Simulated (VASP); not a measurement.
Crystal: PbS (Galena).

```xyz
2
Lattice="0.0000 2.9657 2.9657 2.9657 0.0000 2.9657 2.9657 2.9657 0.0000" Properties=species:S:1:pos:R:3 pbc="T T T"
Pb    0.0000    0.0000    0.0000
S     2.9657    2.9657    2.9657
```

Base run:

- Program: VASP 6.6.1
- Functional: PBE
- Potentials or basis: VASP PAW PBE potentials, release 64 (Pb_d, S)
- Cutoff: 520 eV
- k mesh: 8 × 8 × 8
- Occupations: gaussian, width 0.02 eV
- Spin: no spin polarisation

Its results: pressure 2.2 GPa.

Task: After a change of settings the same cell gave: pressure 1.1 GPa. Which change was it?
A. k mesh from 8 × 8 × 8 to 3 × 3 × 3
B. functional from PBE to LDA; potentials or basis from VASP PAW PBE potentials, release 64 (Pb_d, S) to VASP PAW LDA potentials, release 64 (Pb_d, S)
C. potentials or basis from VASP PAW PBE potentials, release 64 (Pb_d, S) to VASP PAW PBE potentials, release 64 (Pb_d_GW, S_GW); cutoff from 520 eV to 450 eV; valence electrons from 20 to 22

Result: A.

Caveats: some runs use coarse meshes.
